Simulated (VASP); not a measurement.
Output of a VASP run:

### OSZICAR
```
       N       E                     dE             d eps       ncg     rms          rms(c)
DAV:   1     0.122555927200E+03    0.12256E+03   -0.73598E+03  2900   0.129E+03
DAV:   2    -0.548834725312E+01   -0.12804E+03   -0.12453E+03  3192   0.472E+02
DAV:   3    -0.112693051078E+02   -0.57810E+01   -0.54797E+01  4574   0.862E+01
DAV:   4    -0.115015707249E+02   -0.23227E+00   -0.23043E+00  4280   0.151E+01
DAV:   5    -0.115096689933E+02   -0.80983E-02   -0.80947E-02  4292   0.240E+00    0.882E+00
DAV:   6    -0.112039493944E+02    0.30572E+00   -0.60430E-01  4530   0.111E+01    0.335E+00
DAV:   7    -0.111693541920E+02    0.34595E-01   -0.19306E-01  4580   0.614E+00    0.904E-01
DAV:   8    -0.111742248146E+02   -0.48706E-02   -0.13269E-02  3452   0.171E+00    0.320E-02
DAV:   9    -0.111742937027E+02   -0.68888E-04   -0.10982E-03  5032   0.360E-01    0.491E-02
DAV:  10    -0.111743026833E+02   -0.89806E-05   -0.15767E-05  3516   0.509E-02    0.312E-02
DAV:  11    -0.111742992723E+02    0.34110E-05   -0.12297E-05  3250   0.755E-02    0.419E-03
DAV:  12    -0.111742992594E+02    0.12908E-07   -0.14305E-07  1786   0.497E-03
   1 F= -.92159007E+01 E0= -.92159714E+01  d E =-.921590E+01
```

OUTCAR:
```
------------------------ aborting loop because EDIFF is reached ----------------------------------------
  FORCE on cell =-STRESS in cart. coord.  units (eV):
  Direction    XX          YY          ZZ          XY          YZ          ZX
  --------------------------------------------------------------------------------------
  Total        1.9476252      1.9476252      1.9476252      0.0000000      0.0000000     -0.0000000
  in kB      198.8997852    198.8997852    198.8997852      0.0000000      0.0000000     -0.0000000
  external PRESSURE =      -1.1002148 kB  Pullay stress =     200.0000000 kB
  volume of cell :       15.69
      direct lattice vectors                 reciprocal lattice vectors
    -1.577032188  1.577032188  1.577032188     0.000000000  0.317051233  0.317051233
     1.577032188 -1.577032188  1.577032188     0.317051233  0.000000000  0.317051233
     1.577032188  1.577032188 -1.577032188     0.317051233  0.317051233  0.000000000
 POSITION                                       TOTAL-FORCE (eV/Angst)
 -----------------------------------------------------------------------------------
      0.00000      0.00000      0.00000         0.000000     -0.000000      0.000000
 -----------------------------------------------------------------------------------
    total drift:                                0.000000     -0.000000      0.000000
  FREE ENERGIE OF THE ION-ELECTRON SYSTEM (eV)
  ---------------------------------------------------
  free  energy   TOTEN  =       -11.1742992594 eV

  energy  without entropy=      -11.1745113092  energy(sigma->0) =      -11.17436994
  enthalpy is  TOTEN    =        -9.2159007154 eV   P V=        1.9583985440

 reached required accuracy - stopping structural energy minimisation
```
(Selected blocks of OUTCAR.)

POSCAR:
```
Nb
1
   -1.5770321883     1.5770321883     1.5770321883
    1.5770321883    -1.5770321883     1.5770321883
    1.5770321883     1.5770321883    -1.5770321883
Nb
1
Direct
  0.0000000000   0.0000000000   0.0000000000
```

### Question
Reconstruct the remaining input files.

### Answer
Several could match; the one computed here: the input of the run itself, LDA (Ceperley-Alder, Perdew-Zunger), plane waves, VASP's LDA PAW potentials (set 64).

### INCAR
```
# general
SYSTEM =Nb
PREC   =Accurate
ENCUT  =500
LREAL  =.False.
LASPH  =.True.

# electronic loop
EDIFF  =1E-6
NELM   =100
ALGO   =Normal
LMAXMIX=4

# smearing
ISMEAR =1
SIGMA  =0.1

# ions
IBRION =2
NSW    =40
ISIF   =3
EDIFFG =-0.02
PSTRESS=200

# output
LWAVE  =.False.
LCHARG =.False.
```

KPOINTS:
```
Automatic mesh
0
Gamma
16 16 16
0 0 0
```

POTCAR, in this order: Nb_sv (LDA.64 set). Program: vasp_std.

The compound is Nb in the bcc structure. It was relaxed first under an external pressure of 20 GPa.
